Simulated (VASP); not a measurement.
All values below come from PBEsol GGA, VASP's PBE PAW potentials (set 64) (plane waves; VASP).

Input for VASP

File KPOINTS:
```
Automatic mesh
0
Gamma
10 10 10
0 0 0
```

POSCAR:
```
Ta
1
    0.0000000000     3.0037082306     3.0037082306
    3.0037082306    -0.0000000000     3.0037082306
    3.0037082306     3.0037082306    -0.0000000000
Ta
2
Direct
  0.7500000000   0.7500000000   0.7500000000
  0.5000000000   0.5000000000   0.5000000000
```

INCAR:
```
SYSTEM  =  Ta
PREC  =  Accurate; ENCUT  =  400; LREAL  =  .False.
LASPH  =  .True.
EDIFF  =  1E-6; NELM  =  100; ALGO  =  Normal
LMAXMIX  =  6
ISMEAR  =  1; SIGMA  =  0.1
GGA  =  PS
IBRION  =  2; NSW  =  60; ISIF  =  3
EDIFFG  =  -0.01
LWAVE  =  .False.; LCHARG  =  .False.
```

POTCAR, in this order: Ta_pv (PBE.64 set). Program: vasp_std.

Q: What will the output report for the number of irreducible k-points (NKPTS), number of bands (NBANDS), largest plane-wave count, number of space-group operations, FFT grid (NGX, NGY, NGZ)?

A: 
```
Property                                      Result
--------------------------------------  ------------
number of irreducible k-points (NKPTS)            47
number of bands (NBANDS)                          15
largest plane-wave count                         998
number of space-group operations                  48
FFT grid (NGX, NGY, NGZ)                28 × 28 × 28
```

The structure was generated: Ta was put into the diamond type (Fd-3m), which need not be its known phase. It was relaxed first, which changed the volume by +6 %. The start is the result of an earlier pass.
